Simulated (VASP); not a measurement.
Consider the following.

```xyz
64
Lattice="10.9371 0.0000 0.0000 0.0000 10.9371 0.0000 0.0000 0.0000 10.9371" Properties=species:S:1:pos:R:3 pbc="T T T"
Si     5.4685     0.0000     0.0000
Si     6.8357     1.3671     1.3671
Si     8.2028     2.7343     0.0000
Si     9.5699     4.1014     1.3671
Si     8.2028     0.0000     2.7343
Si     9.5699     1.3671     4.1014
Si     0.0000     0.0000     0.0000
Si     1.3671     1.3671     1.3671
Si     2.7343     2.7343     0.0000
Si     4.1014     4.1014     1.3671
Si     5.4685     5.4685     0.0000
Si     6.8357     6.8357     1.3671
Si     8.2028     8.2028     0.0000
Si     9.5699     9.5699     1.3671
Si     2.7343     0.0000     2.7343
Si     4.1014     1.3671     4.1014
Si     5.4685     2.7343     2.7343
Si     6.8404     4.1485     4.1414
Si     8.2028     5.4685     2.7343
Si     9.5699     6.8357     4.1014
Si     5.4685     0.0000     5.4685
Si     6.8357     1.3671     6.8357
Si     8.2028     2.7343     5.4685
Si     9.5699     4.1014     6.8357
Si     8.2028     0.0000     8.2028
Si     9.5699     1.3671     9.5699
Si     0.0000     5.4685     0.0000
Si     1.3671     6.8357     1.3671
Si     2.7343     8.2028     0.0000
Si     4.1014     9.5699     1.3671
Si     0.0000     2.7343     2.7343
Si     1.3671     4.1014     4.1014
Si     2.7343     5.4685     2.7343
Si     4.1121     6.8549     4.1055
Si     5.4685     8.2028     2.7343
Si     6.8357     9.5699     4.1014
Si     0.0000     0.0000     5.4685
Si     1.3671     1.3671     6.8357
Si     2.7343     2.7343     5.4685
Si     4.1136     4.1486     6.8524
Si     6.8117     6.7944     6.8532
Si     8.2028     8.2028     5.4685
Si     9.5699     9.5699     6.8357
Si     2.7343     0.0000     8.2028
Si     4.1014     1.3671     9.5699
Si     5.4685     2.7343     8.2028
Si     6.8357     4.1014     9.5699
Si     8.2028     5.4685     8.2028
Si     9.5699     6.8357     9.5699
Si     0.0000     8.2028     2.7343
Si     1.3671     9.5699     4.1014
Si     0.0000     5.4685     5.4685
Si     1.3671     6.8357     6.8357
Si     2.7343     8.2028     5.4685
Si     4.1014     9.5699     6.8357
Si     0.0000     2.7343     8.2028
Si     1.3671     4.1014     9.5699
Si     2.7343     5.4685     8.2028
Si     4.1014     6.8357     9.5699
Si     5.4685     8.2028     8.2028
Si     6.8357     9.5699     9.5699
Si     0.0000     8.2028     8.2028
Si     1.3671     9.5699     9.5699
Sn     5.4632     5.4408     5.5074
```
Cell charge -2.

The numbers are results of PBE GGA, VASP's PBE PAW potentials (set 64) (plane waves; VASP), not measurements. Settings: PREC = Normal, LREAL = Auto, ISYM = 0, NELECT = 258.0, EDIFF = 1E-5, 400 eV cut-off, 1×1×1 Γ-centred mesh, Gaussian smearing of 0.050 eV, potentials Si Sn.

The cell is charged, with a uniform compensating background. The supercell is sampled at Γ alone, which is coarse: total energies, pressure and levels can be off, energies of defects by several tenths of an eV.

Question: The ions are relaxed. What does this cell relax into?

Answer: 
```xyz
64
Lattice="10.9371 0.0000 0.0000 0.0000 10.9371 0.0000 0.0000 0.0000 10.9371" Properties=species:S:1:pos:R:3 pbc="T T T"
Si     5.4687     0.0017     0.0035
Si     6.8461     1.3648     1.3672
Si     8.2039     2.7326     0.0011
Si     9.5722     4.0913     1.3667
Si     8.2043    10.9367     2.7350
Si     9.5749     1.3644     4.0912
Si     0.0000    10.9370    10.9368
Si     1.3802     1.3800     1.3800
Si     2.7347     2.7340     0.0021
Si     4.0917     4.0908     1.3791
Si     5.4679     5.4677     0.0017
Si     6.8463     6.8466     1.3760
Si     8.2037     8.2037     0.0001
Si     9.5573     9.5573     1.3802
Si     2.7349     0.0035     2.7354
Si     4.0927     1.3804     4.0925
Si     5.4730     2.7109     2.7104
Si     6.9534     3.9910     3.9904
Si     8.2312     5.4705     2.7078
Si     9.5610     6.8478     4.0922
Si     5.4686     0.0004     5.4685
Si     6.8458     1.3778     6.8458
Si     8.2316     2.7070     5.4689
Si     9.5614     4.0905     6.8471
Si     8.2026     0.0017     8.2035
Si     9.5573     1.3800     9.5572
Si    10.9357     5.4684     0.0042
Si     1.3635     6.8457     1.3656
Si     2.7329     8.2047     0.0018
Si     4.0909     9.5755     1.3656
Si     0.0020     2.7345     2.7343
Si     1.3784     4.0918     4.0916
Si     2.7086     5.4709     2.7082
Si     3.9871     6.9546     3.9865
Si     5.4693     8.2319     2.7066
Si     6.8471     9.5602     4.0926
Si    10.9347    10.9360     5.4695
Si     1.3627     1.3620     6.8455
Si     2.7061     2.7073     5.4719
Si     3.9769     3.9835     6.9628
Si     6.9515     6.9505     6.9591
Si     8.2280     8.2276     5.4725
Si     9.5706     9.5725     6.8462
Si     2.7342     0.0000     8.2039
Si     4.0917     1.3634     9.5756
Si     5.4683     2.7062     8.2329
Si     6.8466     4.0901     9.5627
Si     8.2331     5.4671     8.2343
Si     9.5756     6.8460     9.5751
Si     0.0004     8.2047     2.7345
Si     1.3639     9.5763     4.0914
Si     0.0001     5.4686     5.4682
Si     1.3757     6.8473     6.8457
Si     2.7064     8.2322     5.4680
Si     4.0913     9.5608     6.8468
Si     0.0004     2.7335     8.2042
Si     1.3619     4.0915     9.5779
Si     2.7013     5.4716     8.2367
Si     4.0907     6.8477     9.5634
Si     5.4689     8.2326     8.2338
Si     6.8458     9.5762     9.5758
Si    10.9370     8.2043     8.2032
Si     1.3802     9.5573     9.5570
Sn     5.4627     5.4686     5.4766
```
Cell charge -2.

Question: How much energy does the relaxation gain?

Answer: The energy (σ→0) changes by -21.7 meV/atom, in 10 ionic steps.

The cell is a supercell with a defect, built from Si (diamond): Sn_Si, charge -2. The run is not spin-polarised, so no state with unpaired spins was tried.
